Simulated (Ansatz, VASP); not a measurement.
# Cross-check of In2S between VASP and Ansatz, part 2 of 2

One calculation is typed for both programs; each brings its own data sets. How far apart do they land? The cell is generated by rule, not measured, and may not be a known phase. The cell is taken from a series of runs on this material, whose earlier steps may have relaxed, scaled, displaced or heated it; both programs get it as it stands.

VASP 6.6.1 and Ansatz 0.2.0.

So far. Step 2 (Ansatz: single point, PBEsol, pair 1): The run ends at a pressure of -0.09 GPa, with forces up to 0.21 eV/Å. Step 3 (VASP: single point, PBEsol, pair 1): The run ends at a pressure of -0.10 GPa, with forces up to 0.20 eV/Å.

**5. VASP: single point, PBEsol, pair 2**

Level of this step: PBEsol; plane waves and PAW (S, In_d); invented cell (VASP).

A single point gives forces, pressure and levels at one fixed geometry, so differences don't come from the geometry; what else differs is listed under the comparison.

Contents of INCAR:

```
SYSTEM = In2S
PREC = Accurate
ENCUT = 500
EDIFF = 1E-06
NELM = 120
ISMEAR = 1
SIGMA = 0.15
LREAL = .FALSE.
ALGO = Normal
GGA = PS
NBANDS = 39
LORBIT = 11
LWAVE = .FALSE.
LCHARG = .FALSE.
ISIF = 2
LASPH = .TRUE.
GGA_COMPAT = .FALSE.
KPAR = 2
```

Contents of POSCAR:

```
In2S
1.0
    0.0000000000      3.4890740757      3.4890740757
   -3.4890740757      3.4890740757      0.0000000000
   -3.4890740757     -3.4890740757      6.9781481514
S In
2 4
Direct
    0.9817978844      0.5091010578      0.5273031734
    0.0182021156      0.9908989422      0.9726968266
    0.7486127151      0.6256936424      0.8770809273
    0.7513872849      0.1243063576      0.3729190727
    0.2513872849      0.8743063576      0.6229190727
    0.2486127151      0.3756936424      0.1270809273
```

Contents of KPOINTS:

```
Automatic mesh
0
Gamma
9 9 8
0 0 0
```

Potentials, in the order of the species: S and In_d (PBE family, release 64).

The run is started by

```sh
mpirun -np 2 vasp_std
```

Numbers of over 12 decimals in the logs are rounded to 6 here.

The program printed:

```text
[banner, memory and clock lines left out]
running    2 mpi-ranks, on    1 nodes
[...]
[... a notice as in an earlier step ...]

 LDA part: xc-table for (Slater+PW92), standard interpolation
 [... a notice as in an earlier step ...]

 POSCAR, INCAR and KPOINTS ok, starting setup
[...]
entering main loop
       N       E                     dE             d eps       ncg     rms          rms(c)
DAV:   1     0.622450277617E+03    0.62245E+03   -0.28966E+04 14437   0.193E+03
DAV:   2     0.609727355158E+02   -0.56148E+03   -0.54803E+03 14437   0.489E+02
DAV:   3    -0.166526983516E+02   -0.77625E+02   -0.73867E+02 18263   0.191E+02
DAV:   4    -0.214874490782E+02   -0.48348E+01   -0.47332E+01 17240   0.473E+01
[...]
DAV:  12    -0.207938542801E+02    0.19110E-04   -0.58783E-05 20051   0.708E-02    0.165E-02
DAV:  13    -0.207938600050E+02   -0.57250E-05   -0.10399E-05 14504   0.164E-02    0.777E-03
DAV:  14    -0.207938604985E+02   -0.49344E-06   -0.80105E-07 11064   0.706E-03
   1 F= -.20793860E+02 E0= -.20794834E+02  d E =0.292187E-02
```

OUTCAR, selected parts (step 5):

```text
  Total       -0.1984863     -0.1984863     -0.1984863     -0.0052265      0.0052265      0.0052265
  in kB       -1.8717619     -1.8717619     -1.8717619     -0.0492871      0.0492871      0.0492871
  external PRESSURE =      -1.8717619 kB  Pullay stress =       0.0000000 kB

 POSITION                                       TOTAL-FORCE (eV/Angst)
 -----------------------------------------------------------------------------------
     -3.61609      3.36206      7.10517        -0.139066     -0.139066      0.139066
     -6.85113      0.12702      6.85113         0.139066      0.139066     -0.139066
     -5.24329      1.73486      8.73237        -0.122095     -0.122095      0.122095
     -1.73486      1.75422      5.22393         0.004303      0.004303     -0.004303
     -5.22393      1.75422      5.22393         0.122095      0.122095     -0.122095
     -1.75422      1.73486      1.75422        -0.004303     -0.004303      0.004303
 -----------------------------------------------------------------------------------
    total drift:                               -0.000000     -0.000000     -0.000000

  FREE ENERGIE OF THE ION-ELECTRON SYSTEM (eV)
  ---------------------------------------------------
  free  energy   TOTEN  =       -20.7938604985 eV

  energy  without entropy=      -20.7967823652  energy(sigma->0) =      -20.79483445

[... 2 parts as in an earlier step ...]

[... 1 further part left out ...]
[key lines of the parts left out:]
E-fermi :   5.4390
```

The run ends at a pressure of -0.19 GPa, with forces up to 0.24 eV/Å.

**6. Ansatz: single point, PBEsol, pair 2**

The same cell, functional, mesh and smearing now go to Ansatz, which takes its cutoff from its data sets.

The cell is taken from a series of runs on this material, whose earlier steps may have relaxed, scaled, displaced or heated it; both programs get it as it stands.

Contents of input.yaml:

```yaml
crystal:
  lattice:
    - [0.0, 3.4890740757, 3.4890740757]
    - [-3.4890740757, 3.4890740757, 0.0]
    - [-3.4890740757, -3.4890740757, 6.9781481514]
  atoms:
    - { symbol: S, position: [-0.0182021156, 0.5091010578, 0.5273031734] }
    - { symbol: S, position: [0.0182021156, -0.0091010578, -0.0273031734] }
    - { symbol: In, position: [0.7486127151, 0.6256936424, 0.8770809273] }
    - { symbol: In, position: [0.7513872849, 0.1243063576, 0.3729190727] }
    - { symbol: In, position: [0.2513872849, 0.8743063576, 0.6229190727] }
    - { symbol: In, position: [0.2486127151, 0.3756936424, 0.1270809273] }
kpoints:
  mp_grid: { grid: [9, 9, 8] }
hamiltonian:
  xc: pbesol
scf:
  occupations: { method: methfessel_paxton, width: 0.15 }
output:
  forces: true
  stress: true
  eigenvalues: true
```

The run is started by

```sh
ansatz run input.yaml --threads 4 --pin off --max-ram 7168MiB --backend cpu --events-out ev --progress --plain --runs-dir out
```

The program printed:

```text
[...]
Crystal: 6 atoms, lattice volume = 169.899 Å³
Basis set: ecut = 420 eV, 3315 PW (Γ), exchange–correlation on 72×72×120 points (8 copies of the dense FFT grid, shifted against one another)
Bands: 39, of which v1, the nominal top of the filled ones, is band 32 counted from 1 (31 counted from 0)
Symmetry: 4 space group operations
k-points: 185 of 648
[...]
k-point 0: bands = [... 28 lower, 4.4545, 4.6639, 6.4580, 7.0790, 7.8816, 7.8818, 8.6226, 8.6227, ... 3 higher]
  k-point 1: bands = [... 28 lower, 4.4347, 4.6926, 6.0889, 7.3112, 7.9307, 7.9309, 8.6239, 8.6239, ... 3 higher]
  k-point 2: bands = [... 28 lower, 4.3835, 4.6773, 5.6885, 7.2988, 8.0634, 8.0637, 8.6164, 8.6165, ... 3 higher]
  k-point 184: bands = [... 28 lower, 5.4171, 5.4963, 6.4999, 6.5260, 8.0009, 8.1626, 9.1155, 9.3153, ... 3 higher]
[key lines of the parts left out:]
SCF converged after 7 iterations
Free energy (F): -23871.532658 eV
Fermi energy:    7.416941 eV
P = ⅓ Tr σ = -0.1772 GPa (-1.772 kbar)
```

The run ends at a pressure of -0.18 GPa, with forces up to 0.24 eV/Å.

**7. Comparison**

The two programs side by side:

```tsv
quantity	Ansatz	VASP	difference
pressure (GPa)	-0.18	-0.19	+0.01
```

Forces (eV/Å; atoms numbered as in POSCAR):

```tsv
atom	Ansatz x, y, z	VASP x, y, z
S1	-0.142, -0.142, 0.140	-0.139, -0.139, 0.139
S2	0.142, 0.142, -0.140	0.139, 0.139, -0.139
In3	-0.120, -0.120, 0.122	-0.122, -0.122, 0.122
In4	0.003, 0.003, -0.003	0.004, 0.004, -0.004
In5	0.120, 0.120, -0.122	0.122, 0.122, -0.122
In6	-0.003, -0.003, 0.003	-0.004, -0.004, 0.004
```

The forces differ by 1.7 meV/Å r.m.s., which is 1.6 % of the r.m.s. force of 0.107 eV/Å (both taken over all components).

**8. VASP: single point, PBEsol, pair 3**

With cell and atoms fixed, the geometry can't cause a difference; cores, projectors, grids and the points listed under the comparison can.

INCAR is that of step 5.

Contents of POSCAR:

```
In2S
1.0
    0.0000000000      3.4890740757      3.4890740757
   -3.4890740757      3.4890740757      0.0000000000
   -3.4890740757     -3.4890740757      6.9781481514
S In
2 4
Direct
    0.9735241955      0.5132379022      0.5397137067
    0.0264758045      0.9867620978      0.9602862933
    0.7479821311      0.6260089344      0.8780268033
    0.7520178689      0.1239910656      0.3719731967
    0.2520178689      0.8739910656      0.6219731967
    0.2479821311      0.3760089344      0.1280268033
```

KPOINTS is that of step 5.

The run is started by

```sh
mpirun -np 2 vasp_std
```

The program printed:

```text
[... set-up lines as in an earlier step ...]
 entering main loop
       N       E                     dE             d eps       ncg     rms          rms(c)
DAV:   1     0.622708334706E+03    0.62271E+03   -0.28913E+04 14437   0.193E+03
DAV:   2     0.607950425970E+02   -0.56191E+03   -0.54823E+03 14444   0.488E+02
DAV:   3    -0.167446554065E+02   -0.77540E+02   -0.73913E+02 18144   0.191E+02
DAV:   4    -0.215412436808E+02   -0.47966E+01   -0.46946E+01 17286   0.473E+01
[...]
DAV:  12    -0.208449093771E+02    0.30358E-04   -0.94038E-05 19721   0.948E-02    0.184E-02
DAV:  13    -0.208449155334E+02   -0.61563E-05   -0.12798E-05 14600   0.229E-02    0.945E-03
DAV:  14    -0.208449160673E+02   -0.53397E-06   -0.85950E-07 11098   0.850E-03
   1 F= -.20844916E+02 E0= -.20844996E+02  d E =0.239226E-03
```

From OUTCAR (step 8):

```text
  Total       -0.3613340     -0.3613340     -0.3613340      0.0472664     -0.0472664     -0.0472664
  in kB       -3.4074447     -3.4074447     -3.4074447      0.4457305     -0.4457305     -0.4457305
  external PRESSURE =      -3.4074447 kB  Pullay stress =       0.0000000 kB

 POSITION                                       TOTAL-FORCE (eV/Angst)
 -----------------------------------------------------------------------------------
     -3.67383      3.30432      7.16290        -0.130439     -0.130439      0.130439
     -6.79340      0.18475      6.79340         0.130439      0.130439     -0.130439
     -5.24769      1.73046      8.73677        -0.229265     -0.229265      0.229265
     -1.73046      1.75862      5.21953        -0.004375     -0.004375      0.004375
     -5.21953      1.75862      5.21953         0.229265      0.229265     -0.229265
     -1.75862      1.73046      1.75862         0.004375      0.004375     -0.004375
 -----------------------------------------------------------------------------------
    total drift:                               -0.000000      0.000000      0.000000

  FREE ENERGIE OF THE ION-ELECTRON SYSTEM (eV)
  ---------------------------------------------------
  free  energy   TOTEN  =       -20.8449160673 eV

  energy  without entropy=      -20.8451552929  energy(sigma->0) =      -20.84499581

[... 2 parts as in an earlier step ...]

[... 1 further part left out ...]
[key lines of the parts left out:]
E-fermi :   5.4396
```

The run ends at a pressure of -0.34 GPa, with forces up to 0.40 eV/Å.

**9. Ansatz: single point, PBEsol, pair 3**

The same cell, functional, mesh and smearing now go to Ansatz, which takes its cutoff from its data sets.

The cell is taken from a series of runs on this material, whose earlier steps may have relaxed, scaled, displaced or heated it; both programs get it as it stands.

input.yaml, the sections that differ from step 6:

```yaml
crystal:
  lattice:
    - [0.0, 3.4890740757, 3.4890740757]
    - [-3.4890740757, 3.4890740757, 0.0]
    - [-3.4890740757, -3.4890740757, 6.9781481514]
  atoms:
    - { symbol: S, position: [-0.0264758045, 0.5132379022, 0.5397137067] }
    - { symbol: S, position: [0.0264758045, -0.0132379022, -0.0397137067] }
    - { symbol: In, position: [0.7479821311, 0.6260089344, 0.8780268033] }
    - { symbol: In, position: [0.7520178689, 0.1239910656, 0.3719731967] }
    - { symbol: In, position: [0.2520178689, 0.8739910656, 0.6219731967] }
    - { symbol: In, position: [0.2479821311, 0.3760089344, 0.1280268033] }
# kpoints, hamiltonian, scf, output: as in step 6
```

The run is started by

```sh
ansatz run input.yaml --threads 4 --pin off --max-ram 7168MiB --backend cpu --events-out ev --progress --plain --runs-dir out
```

The program printed:

```text
[...]
Crystal: 6 atoms, lattice volume = 169.899 Å³
Basis set: ecut = 420 eV, 3315 PW (Γ), exchange–correlation on 72×72×120 points (8 copies of the dense FFT grid, shifted against one another)
Bands: 39, of which v1, the nominal top of the filled ones, is band 32 counted from 1 (31 counted from 0)
Symmetry: 4 space group operations
k-points: 185 of 648
[...]
k-point 0: bands = [... 28 lower, 4.4529, 4.8342, 6.4289, 6.7830, 7.9039, 7.9040, 8.6147, 8.6150, ... 3 higher]
  k-point 1: bands = [... 28 lower, 4.4358, 4.8750, 5.9390, 7.1534, 7.9515, 7.9515, 8.6192, 8.6194, ... 3 higher]
  k-point 2: bands = [... 28 lower, 4.3924, 4.8900, 5.4457, 7.3016, 8.0788, 8.0789, 8.6226, 8.6228, ... 3 higher]
  k-point 184: bands = [... 28 lower, 5.3375, 5.4339, 6.4437, 6.4698, 8.0029, 8.3276, 9.1226, 9.2473, ... 3 higher]
[key lines of the parts left out:]
SCF converged after 7 iterations
Free energy (F): -23871.584459 eV
Fermi energy:    7.416842 eV
P = ⅓ Tr σ = -0.3262 GPa (-3.262 kbar)
```

The run ends at a pressure of -0.33 GPa, with forces up to 0.39 eV/Å.

**10. Comparison**

Compared:

```tsv
quantity	Ansatz	VASP	difference
pressure (GPa)	-0.33	-0.34	+0.01
```

Forces (eV/Å; atoms numbered as in POSCAR):

```tsv
atom	Ansatz x, y, z	VASP x, y, z
S1	-0.131, -0.131, 0.136	-0.130, -0.130, 0.130
S2	0.131, 0.131, -0.136	0.130, 0.130, -0.130
In3	-0.227, -0.227, 0.229	-0.229, -0.229, 0.229
In4	-0.005, -0.005, 0.007	-0.004, -0.004, 0.004
In5	0.227, 0.227, -0.229	0.229, 0.229, -0.229
In6	0.005, 0.005, -0.007	0.004, 0.004, -0.004
```

The forces differ by 2.3 meV/Å r.m.s., which is 1.5 % of the r.m.s. force of 0.152 eV/Å (both taken over all components).

**11. Results**

```json
{
  "r.m.s. force difference (single point, PBEsol, pair 1)": "1.3 meV/Å",
  "r.m.s. force difference (single point, PBEsol, pair 2)": "1.7 meV/Å",
  "r.m.s. force difference (single point, PBEsol, pair 3)": "2.3 meV/Å"
}
```

What this shows: The r.m.s. force difference is 2.3 meV/Å (single point, PBEsol, pair 3), within the 12 meV/Å picked in this series as the mark of a large difference. 3 further runs of this series are not shown here. Such differences can come from data sets, numerical settings and the points named under the comparisons, not from the functional's error against experiment.

[Lines on the potential files, build, host, timing and source positions are cut from VASP's logs without a mark.]

[Logs are printed without paths, hosts, clocks, repeated set-up lines and the standing remarks that a program may print on its own settings, such as how far it seeks lower states.]

[Hosts, paths, dates, database ids (printed as entryN), source tags and the programs' standing remarks are cut or masked in the printed files.]
